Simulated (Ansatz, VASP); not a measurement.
# Cross-check of CsPbCl3 between VASP and Ansatz, part 2 of 2

One calculation is typed for both programs; each brings its own data sets and cutoff. How far apart do they land?

VASP 6.6.1 and Ansatz 0.2.0.

So far. Step 3 (Ansatz: single point, PBEsol): The run ends at a pressure of 0.28 GPa. Step 5 (Ansatz: single point, PBEsol, volume scaled by 1.015): The run ends at a pressure of -0.32 GPa.

### Step 6. VASP: single point, PBEsol, volume scaled by 1.015

Level of this step: PBEsol; plane waves and PAW (Pb_d, Cs_sv, Cl) (VASP).

The same cell, functional, mesh and smearing now go to VASP, with its own data sets and cutoff.

The input asks for a relaxation, which ended at its first step since no free force or stress exceeded the threshold; so it serves as a single point.

The input, INCAR:

```
SYSTEM = CsPbCl3
PREC = Accurate
ENCUT = 500
EDIFF = 1E-06
NELM = 100
ISMEAR = 0
SIGMA = 0.03
LREAL = .FALSE.
ALGO = Normal
GGA = PS
NBANDS = 28
LORBIT = 11
LWAVE = .FALSE.
LCHARG = .FALSE.
KPAR = 8
IBRION = 2
NSW = 30
ISIF = 4
EDIFFG = -0.01
```

The input, POSCAR:

```
CsPbCl3
1.0
    5.6502664977      0.0000000000      0.0000000000
    0.0000000000      5.6502664977      0.0000000000
    0.0000000000      0.0000000000      5.6502664977
Pb Cs Cl
1 1 3
Direct
    0.5000000000      0.5000000000      0.5000000000
    0.0000000000      0.0000000000      0.0000000000
    0.5000000000      0.5000000000      0.0000000000
    0.5000000000      0.0000000000      0.5000000000
    0.0000000000      0.5000000000      0.5000000000
```

The input, KPOINTS:

```
Automatic mesh
0
Gamma
4 4 4
0 0 0
```

Potentials, in the order of the species: Pb_d, Cs_sv and Cl (PBE family, release 64).

Command:

```bash
$ mpirun -np 8 vasp_std
```

Numbers of over 12 decimals in the logs are rounded to 6 here.

Log:

```text
[banner, memory and clock lines left out]
running    8 mpi-ranks, on    1 nodes
[...]
[... a notice as in an earlier step ...]

 [... a notice as in an earlier step ...]

 LDA part: xc-table for (Slater+PW92), standard interpolation
 POSCAR, INCAR and KPOINTS ok, starting setup
[...]
entering main loop
       N       E                     dE             d eps       ncg     rms          rms(c)
DAV:   1     0.402173605476E+03    0.40217E+03   -0.19008E+04   560   0.139E+03
DAV:   2     0.276982468247E+02   -0.37448E+03   -0.36211E+03   688   0.321E+02
DAV:   3    -0.170971906166E+02   -0.44795E+02   -0.43771E+02   680   0.120E+02
DAV:   4    -0.190546348131E+02   -0.19574E+01   -0.19519E+01   772   0.320E+01
[...]
DAV:  11    -0.183563972957E+02   -0.80737E-04   -0.15592E-04   752   0.947E-02    0.126E-02
DAV:  12    -0.183564009897E+02   -0.36940E-05   -0.32009E-05   784   0.658E-02    0.477E-03
DAV:  13    -0.183564009693E+02    0.20431E-07   -0.24483E-06   632   0.146E-02
   1 F= -.18356401E+02 E0= -.18356401E+02  d E =-.183564E+02
[...]
reached required accuracy - stopping structural energy minimisation
```

From OUTCAR (step 6):

```text
  Total       -0.4130368     -0.4130368     -0.4130368      0.0000000      0.0000000     -0.0000000
  in kB       -3.6685338     -3.6685338     -3.6685338      0.0000000      0.0000000     -0.0000000
  external PRESSURE =      -3.6685338 kB  Pullay stress =       0.0000000 kB

 POSITION                                       TOTAL-FORCE (eV/Angst)
 -----------------------------------------------------------------------------------
      2.82513      2.82513      2.82513         0.000000      0.000000      0.000000
      0.00000      0.00000      0.00000         0.000000      0.000000      0.000000
      2.82513      2.82513      0.00000         0.000000      0.000000      0.000000
      2.82513      0.00000      2.82513         0.000000      0.000000      0.000000
      0.00000      2.82513      2.82513         0.000000      0.000000      0.000000
 -----------------------------------------------------------------------------------
    total drift:                                0.000000     -0.000000     -0.000000

  FREE ENERGIE OF THE ION-ELECTRON SYSTEM (eV)
  ---------------------------------------------------
  free  energy   TOTEN  =       -18.3564009693 eV

  energy  without entropy=      -18.3564009693  energy(sigma->0) =      -18.35640097

 reached required accuracy - stopping structural energy minimisation

[... 1 part as in an earlier step ...]

[... 2 further parts left out ...]
[key lines of the parts left out:]
E-fermi :   1.5337
```

### Step 7. Comparison

What differs besides the data sets and the points named for the pairs above, as far as they apply: the cutoff is 420 eV in Ansatz and 500 eV in VASP. Total energies have different zeros and are not compared.

Compared:

```csv
quantity,Ansatz,VASP,difference
pressure (GPa),-0.32,-0.37,+0.04
gap on the k mesh (eV),1.900,1.909,-0.008
```

A gap on the mesh is an upper bound, since the band edges may lie between its points; neither run holds spin-orbit coupling, which can move the band edges of a compound of Pb.

### Step 8. VASP: single point, r2SCAN, volume scaled by 0.985

A single point gives forces, pressure and levels at one fixed geometry, so differences don't come from the geometry; what else differs is listed under the comparison. The cell compared in this pair holds 179.97 Å³, against 180.39 Å³ for the pair before.

The input asks for a relaxation, which ended at its first step since no free force or stress exceeded the threshold; so it serves as a single point.

Changes to INCAR since step 6:

```diff
@@ -9,3 +9,4 @@
 ALGO = Normal
-GGA = PS
+METAGGA = R2SCAN
+LASPH = .TRUE.
 NBANDS = 28
```

Changes to POSCAR since step 6:

```diff
@@ -2,5 +2,5 @@
 1.0
-    5.6502664977      0.0000000000      0.0000000000
-    0.0000000000      5.6502664977      0.0000000000
-    0.0000000000      0.0000000000      5.6502664977
+    5.6459526658      0.0000000000      0.0000000000
+    0.0000000000      5.6459526658      0.0000000000
+    0.0000000000      0.0000000000      5.6459526658
 Pb Cs Cl
```

KPOINTS is that of step 6.

Command:

```bash
$ mpirun -np 8 vasp_std
```

Log:

```text
[banner, memory and clock lines left out]
running    8 mpi-ranks, on    1 nodes
[...]
[... a notice as in an earlier step ...]

 [... a notice as in an earlier step ...]

 LDA part: xc-table for (None), standard interpolation
 POSCAR, INCAR and KPOINTS ok, starting setup
[...]
entering main loop
       N       E                     dE             d eps       ncg     rms          rms(c)
DAV:   1     0.320653939467E+03    0.32065E+03   -0.19281E+04   560   0.142E+03
DAV:   2    -0.628324418959E+02   -0.38349E+03   -0.36586E+03   640   0.335E+02
DAV:   3    -0.117359011659E+03   -0.54527E+02   -0.54100E+02   720   0.132E+02
DAV:   4    -0.119406570113E+03   -0.20476E+01   -0.20410E+01   716   0.315E+01
[...]
DAV:  13    -0.108166852325E+03   -0.17506E-05   -0.28489E-05   700   0.380E-02    0.593E-03
DAV:  14    -0.108166851004E+03    0.13210E-05   -0.22512E-06   552   0.994E-03    0.155E-03
DAV:  15    -0.108166850931E+03    0.72636E-07   -0.33839E-07   420   0.459E-03
   1 F= -.10816685E+03 E0= -.10816685E+03  d E =-.108167E+03
[...]
reached required accuracy - stopping structural energy minimisation
```

OUTCAR, selected parts (step 8):

```text
  Total        0.4456732      0.4456732      0.4456732      0.0000000      0.0000000     -0.0000000
  in kB        3.9674862      3.9674862      3.9674862      0.0000000      0.0000000     -0.0000000
  external PRESSURE =       3.9674862 kB  Pullay stress =       0.0000000 kB

 POSITION                                       TOTAL-FORCE (eV/Angst)
 -----------------------------------------------------------------------------------
      2.82298      2.82298      2.82298         0.000000      0.000000      0.000000
      0.00000      0.00000      0.00000         0.000000      0.000000      0.000000
      2.82298      2.82298      0.00000         0.000000      0.000000      0.000000
      2.82298      0.00000      2.82298         0.000000      0.000000      0.000000
      0.00000      2.82298      2.82298         0.000000      0.000000      0.000000
 -----------------------------------------------------------------------------------
    total drift:                                0.000000     -0.000000     -0.000000

  FREE ENERGIE OF THE ION-ELECTRON SYSTEM (eV)
  ---------------------------------------------------
  free  energy   TOTEN  =      -108.1668509314 eV

  energy  without entropy=     -108.1668509314  energy(sigma->0) =     -108.16685093

[... 2 parts as in an earlier step ...]

[... 2 further parts left out ...]
[key lines of the parts left out:]
E-fermi :   1.4748
```

### Step 9. Ansatz: single point, r2SCAN, volume scaled by 0.985

The same cell, functional, mesh and smearing now go to Ansatz, which takes its cutoff from its data sets.

The cell is a member of a volume series, scaled by 0.985 from a relaxed one, so a pressure remains.

The input, input.yaml:

```yaml
crystal:
  lattice:
    - [5.64595267, 0.0, 0.0]
    - [0.0, 5.64595267, 0.0]
    - [0.0, 0.0, 5.64595267]
  atoms:
    - { symbol: Pb, position: [0.5, 0.5, 0.5] }
    - { symbol: Cs, position: [0.0, 0.0, 0.0] }
    - { symbol: Cl, position: [0.5, 0.5, 0.0] }
    - { symbol: Cl, position: [0.5, 0.0, 0.5] }
    - { symbol: Cl, position: [0.0, 0.5, 0.5] }
hamiltonian:
  xc: r2scan
  pseudopotentials: { kind: paw }
kpoints:
  mp_grid: { grid: [4, 4, 4] }
scf:
  occupations: { method: gaussian, width: 0.03 }
  n_extra_bands: 5
output:
  forces: true
  stress: true
  eigenvalues: true
```

Command:

```bash
$ ansatz run input.yaml --threads 2 --pin off --max-ram 4608MiB --backend cpu --events-out ev --progress --plain --runs-dir out
```

Log:

```text
[...]
Crystal: 5 atoms, lattice volume = 179.975 Å³
Basis set: ecut = 500 eV, 4553 PW (Γ), exchange–correlation on 180×180×180 points (64 copies of the dense FFT grid, shifted against one another)
Bands: 27, of which v1, the nominal top of the filled ones, is band 22 counted from 1 (21 counted from 0)
Symmetry: 48 space group operations
[...]
k-points: 10 of 64
[...]
k-point 0: bands = [... 18 lower, 0.9045, 1.0062, 1.0062, 1.0062, 7.4896, 8.3478, 8.3478, 9.3301, ... 1 higher]
  k-point 1: bands = [... 18 lower, 0.8571, 0.9544, 0.9544, 1.1189, 7.9692, 8.6819, 8.7518, 8.8653, ... 1 higher]
  k-point 2: bands = [... 18 lower, 0.8077, 0.9038, 0.9038, 1.8691, 7.0368, 8.8086, 9.2556, 9.3569, ... 1 higher]
  k-point 9: bands = [... 18 lower, 1.3259, 1.3259, 1.3259, 3.5791, 5.9702, 5.9702, 5.9702, 9.3461, ... 1 higher]
[key lines of the parts left out:]
SCF converged after 6 iterations
Free energy (F): -20866.148549 eV
Fermi energy:    4.774446 eV
P = ⅓ Tr σ = 0.4435 GPa (4.435 kbar)
```

Wall time 26 s (2 threads of Arm Neoverse N1, shared host); peak memory 0.84 GiB; 17 s of CPU time.

The run ends at a pressure of 0.44 GPa.

### Step 10. Side by side

What differs besides the data sets and the points named for the pairs above, as far as they apply: VASP keeps PBE cores, Ansatz makes them for the functional. Total energies have different zeros and are not compared.

Both answers:

```csv
quantity,Ansatz,VASP,difference
pressure (GPa),0.44,0.40,+0.05
gap on the k mesh (eV),2.391,2.406,-0.015
```

A gap on the mesh is an upper bound, since the band edges may lie between its points; neither run holds spin-orbit coupling, which can move the band edges of a compound of Pb.

### Step 11. What the set-up changes

Further runs change the set-up of one program: Ansatz's method, potentials or start, or VASP's data sets, cutoff or form of LDA. The table gives Ansatz less VASP for each quantity, since a change that brings one quantity closer may part another.

```csv
run,pressure (GPa),gap on the k mesh (eV)
as above,0.047,-0.015
Ansatz's all-electron LAPW method,0.043,-0.012
```

### Step 12. Summary of results

| Quantity | Value |
| --- | --- |
| difference in gap on the k mesh (single point, PBEsol) | -0.0079 eV |
| difference in gap on the k mesh (single point, PBEsol, volume scaled by 1.015) | -0.0083 eV |
| difference in gap on the k mesh (single point, r2SCAN, volume scaled by 0.985) | -0.015 eV |

**Reading.** The difference in gap on the k mesh is -0.015 eV (single point, r2SCAN, volume scaled by 0.985), within the 0.08 eV picked in this series as the mark of a large difference. For single point, r2SCAN, volume scaled by 0.985, no further run moves any of the tabulated differences by more than a quarter of its size. 3 further runs of this series are not shown here. How closely two codes agree says nothing of how well the functional describes the real material.

[Lines on the potential files, build, host, timing and source positions are cut from VASP's logs without a mark.]

[Logs are printed without paths, hosts, clocks, repeated set-up lines and the standing remarks that a program may print on its own settings, such as how far it seeks lower states.]

[Hosts, paths, dates, database ids (printed as entryN), source tags and the programs' standing remarks are cut or masked in the printed files.]
